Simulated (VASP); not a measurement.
# LiH (relaxed from the rock salt structure, space group Fm-3m): computed properties

Computed with r2SCAN meta-GGA, VASP's PBE PAW potentials (set 64) (plane waves; VASP).

space group: Fm-3m (225)
cell: a = 3.982 Å, b = 3.982 Å, c = 3.982 Å, α = 90.00°, β = 90.00°, γ = 90.00°
volume per atom: 7.90 Å³/atom
band gap (over mesh and band path): 3.57 eV
smallest direct gap (over mesh and band path): 3.57 eV
band-edge character: direct, X to X
density: 0.84 g/cm³

```
LiH
1.0
    0.00000     1.99123     1.99123
    1.99123     0.00000     1.99123
    1.99123     1.99123     0.00000
Li H
1 1
Direct
  0.00000   0.00000   0.00000
  0.50000   0.50000   0.50000
```

The structure was generated: LiH was put into the rock salt type (Fm-3m), which need not be its known phase. It was relaxed first, which changed the volume by +56 %. Symmetry was kept, so distortions that lower it aren't found.
